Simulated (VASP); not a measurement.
Given:

```xyz
4
Lattice="3.0469 0.0000 0.0000 -1.5235 2.6387 0.0000 0.0000 0.0000 8.1813" Properties=species:S:1:pos:R:3 pbc="T T T"
Ta     0.0000     0.0000     0.0000
Ta     0.0000     0.0000     4.0906
Ge     0.0000     1.7591     2.0453
Ge     1.5235     0.8796     6.1360
```

Level of theory: PBEsol GGA, VASP's PBE PAW potentials (set 64) (plane waves; VASP 6.6.1). Numerical set-up: 400 eV cut-off, 10×10×4 Γ-centred mesh, first-order Methfessel-Paxton smearing of 0.10 eV, potentials Ta_pv Ge_d.

Unless said otherwise, spin-orbit coupling is left out, though it shifts the bands of the heavy elements here.

Q: Predict the energy per atom (σ→0), band gap (on the k-mesh) with the smallest direct gap where there is one.

A: 
| Item | Result |
|---|---|
| band gap (on the k-mesh) | none (metal, semimetal or under 0.01 eV) |
| energy per atom (σ→0) | -862.6 kJ/mol of atoms |

The absolute energy has meaning only against runs of the same code, potentials and settings.

The structure was generated: TaGe was put into the NiAs type (P6_3/mmc), which need not be its known phase. It was relaxed first, which changed the volume by -23 %. The start is the result of an earlier pass.
